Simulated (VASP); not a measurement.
VASP input:

File KPOINTS:
```
kpoints
0
Gamma
7 7 4
0 0 0
```

INCAR:
```
LCHARG  =  .False.
SYSTEM  =  HfS2
PSTRESS  =  50
ISMEAR  =  0   ! Gaussian
EDIFFG  =  -0.02   ! ionic stop
ISIF  =  3
LASPH  =  .True.
LMAXMIX  =  6   ! l cut-off of mixed one-centre charges
GGA  =  PS   ! PBEsol
PREC  =  Accurate
ENCUT  =  500
EDIFF  =  1E-6   ! SCF stop (eV)
ALGO  =  Normal
IBRION  =  2   ! conjugate gradients
SIGMA  =  0.05   ! width (eV)
LREAL  =  .False.   ! projection in real space or not
NELM  =  100   ! most electronic steps
LWAVE  =  .False.
NSW  =  40
```

POSCAR:
```
HfS2
1.0
  1.7580747497  -3.0450744444   0.0000000000
  1.7580747497   3.0450744444   0.0000000000
  0.0000000000   0.0000000000   5.4478130875
Hf S
1 2
Cartesian
  1.7580747497   3.0450744444   0.0000000000
  1.7580747497   1.0150268448   1.4621799007
  1.7580747497  -1.0150268448   3.9856331868
```

POTCAR, in this order: Hf_pv S (PBE.64 set). Program: vasp_std.

Problem. Translate this PBEsol calculation to Quantum ESPRESSO's pw.x.

Solution. One equivalent input (not run):
```
&CONTROL
  calculation = 'vc-relax'
  pseudo_dir = './pseudo'
  outdir = './out'
  tprnfor = .true.
  tstress = .true.
  nstep = 40
  forc_conv_thr = 0.00078
/
&SYSTEM
  ibrav = 0
  nat = 3
  ntyp = 2
  ecutwfc = 58
  occupations = 'smearing'
  smearing = 'gaussian'
  degauss = 0.003675
  input_dft = 'pbesol'
/
&ELECTRONS
  conv_thr = 7.3e-08
  electron_maxstep = 100
/
&IONS
/
&CELL
  press = 50
/
ATOMIC_SPECIES
  Hf 178.490 Hf.upf
  S 32.060 S.upf
CELL_PARAMETERS angstrom
     1.7580747   -3.0450744   -0.0000000
     1.7580747    3.0450744   -0.0000000
     0.0000000   -0.0000000    5.4478131
ATOMIC_POSITIONS crystal
  Hf   0.0000000  1.0000000  0.0000000
  S    0.3333330  0.6666670  0.2683976
  S    0.6666670  0.3333330  0.7316024
K_POINTS automatic
  7 7 4 0 0 0
```
What does not carry over: the potentials are each code's own (VASP's PAW set, PseudoDojo norm-conserving files in pw.x), so ENCUT and ecutwfc are chosen apart and not converted; conv_thr bounds pw.x's estimated SCF error, while EDIFF bounds the energy change between steps; forc_conv_thr acts on force components and is met together with etot_conv_thr.

The compound is HfS2 in the 1T layered structure. It was relaxed first under an external pressure of 5 GPa.
